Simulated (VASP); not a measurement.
Energy against volume of TiAl (L1_0). Calculation: optB86b-vdW, VASP's PBE PAW potentials (set 64) (plane waves; VASP 6.6.1). Run with 520 eV cut-off, 13×13×9 Γ-centred mesh, first-order Methfessel-Paxton smearing of 0.10 eV, potentials Ti_sv Al.

Shape and ions are relaxed at each volume.

| V (Å³/atom) | E (eV/atom) |
|---|---|
| 15.040 | -4.16276 |
| 15.520 | -4.18047 |
| 16.000 | -4.18600 |
| 16.480 | -4.18101 |

**Question.** Fit these four points and predict the energy of the run at 16.960 Å³/atom.

**Answer.** A cubic in V^(−2/3), the third-order Birch-Murnaghan form, passes through the four points with V0 = 16.00 Å³/atom and B0 = 117 GPa, and gives -4.1669 eV/atom there. The run gave -4.1669 eV/atom, -0.0 meV/atom from the fit; all five points give B0 = 117 GPa.

The compound is TiAl in the L1_0 structure. It was relaxed first.
